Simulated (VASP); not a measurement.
Energy against volume of Cr (bcc, AFM order). The numbers are results of PBE GGA with D3 dispersion (Becke-Johnson damping), VASP's PBE PAW potentials (set 64) (plane waves; VASP 6.6.1), not measurements. Settings: 520 eV cut-off, 13×13×13 Γ-centred mesh, first-order Methfessel-Paxton smearing of 0.10 eV, potentials Cr_pv.

| V (Å³/atom) | E (eV/atom) |
|---|---|
| 11.000 | -10.01629 |
| 11.340 | -10.02515 |
| 11.681 | -10.01978 |
| 12.021 | -10.00325 |

Problem. Fit these four points and predict the energy of the run at 10.660 Å³/atom.

Solution. A cubic in V^(−2/3), the third-order Birch-Murnaghan form, passes through the four points with V0 = 11.37 Å³/atom and B0 = 218 GPa, and gives -9.9895 eV/atom there. The run gave -9.9921 eV/atom, -2.6 meV/atom from the fit; all five points give B0 = 210 GPa.

The compound is Cr in the bcc, AFM order structure. It was relaxed first.
